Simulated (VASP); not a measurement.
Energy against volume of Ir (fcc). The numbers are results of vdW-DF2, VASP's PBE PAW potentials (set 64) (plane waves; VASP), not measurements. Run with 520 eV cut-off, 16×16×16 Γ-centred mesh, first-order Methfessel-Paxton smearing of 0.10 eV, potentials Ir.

| V (Å³/atom) | E (eV/atom) |
|---|---|
| 15.360 | -4.94518 |
| 15.835 | -4.95783 |
| 16.311 | -4.94700 |
| 16.786 | -4.91683 |

Problem. Fit these four points and predict the energy of the run at 14.885 Å³/atom.

Solution. A cubic in V^(−2/3), the third-order Birch-Murnaghan form, passes through the four points with V0 = 15.84 Å³/atom and B0 = 262 GPa, and gives -4.9042 eV/atom there. The run gave -4.9042 eV/atom, +0.0 meV/atom from the fit; all five points give B0 = 262 GPa.

The compound is Ir in the fcc structure. It was relaxed first, which changed the volume by +12 %.
